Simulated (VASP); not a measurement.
OSZICAR of a VASP run on Ga31As31:

OSZICAR:
```
       N       E                     dE             d eps       ncg     rms          rms(c)
DAV:   1    -0.298076723891E+03   -0.29808E+03   -0.21509E+01   628   0.124E+01    0.133E+01
DAV:   2    -0.298252212531E+03   -0.17549E+00   -0.74949E-01   670   0.125E+00    0.879E+00
DAV:   3    -0.298205276628E+03    0.46936E-01   -0.92874E-02   702   0.477E-01    0.517E+00
DAV:   4    -0.298185341973E+03    0.19935E-01   -0.40310E-02   699   0.330E-01    0.290E+00
DAV:   5    -0.298179069255E+03    0.62727E-02   -0.94259E-03   744   0.159E-01    0.165E+00
DAV:   6    -0.298176584480E+03    0.24848E-02   -0.14277E-03   707   0.671E-02    0.935E-01
DAV:   7    -0.298175698217E+03    0.88626E-03   -0.54907E-04   694   0.423E-02    0.517E-01
DAV:   8    -0.298175440165E+03    0.25805E-03   -0.23943E-04   694   0.271E-02    0.279E-01
DAV:   9    -0.298175375912E+03    0.64252E-04   -0.79086E-05   694   0.154E-02    0.151E-01
DAV:  10    -0.298175365317E+03    0.10595E-04   -0.28982E-05   438   0.909E-03    0.829E-02
DAV:  11    -0.298175367919E+03   -0.26016E-05   -0.13952E-05   384   0.650E-03
   1 F= -.29817537E+03 E0= -.29817537E+03  d E =-.118375E-10  mag=     2.0000
```

Which electronic solver shows in the log?

It is blocked Davidson (ALGO = Normal, or the opening steps of other solvers). The INCAR had ALGO = Normal.

How was spin treated?

Collinear spin (ISPIN = 2): the summary line carries one mag value, 2.00 μB in the cell.

Can the final energy be trusted as converged?

Self-consistency was reached. It stopped with EDIFF = 1E-5, NELM = 50 (HSE06 screened hybrid, plane waves, VASP's PBE PAW potentials (set 64)). The supercell is sampled at Γ alone, which is coarse: total energies, pressure and levels can be off, energies of defects by several tenths of an eV.

The cell is a supercell with a defect, built from GaAs (zinc blende): vac_Ga-vac_As. The cell's shape comes from a PBE relaxation. The total moment is imposed (NUPDOWN), so this need not be the lowest spin state.
